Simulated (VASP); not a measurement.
Consider the following.

```
Ru
1.0
    1.34879    -2.33617     0.00000
    1.34879     2.33617     0.00000
    0.00000     0.00000     4.24536
Ru
2
Direct
  0.33333   0.66667   0.25000
  0.66667   0.33333   0.75000
```

These are SCAN meta-GGA, VASP's PBE PAW potentials (set 64) (plane waves; VASP) values and carry that method's errors. Run with 520 eV cut-off, 17×17×10 Γ-centred mesh, tetrahedra with Blöchl corrections, potentials Ru_pv.

Q: Estimate the energy per atom (σ→0), band gap (over mesh and band path) with the smallest direct gap where there is one.

A: 
```json
{
  "band gap (over mesh and band path)": "none (metal, semimetal or under 0.01 eV)",
  "energy per atom (σ→0)": "-34827 meV/atom"
}
```

Only differences to runs with the same potentials and settings are physical.

The compound is Ru in the hcp structure. It was relaxed first.
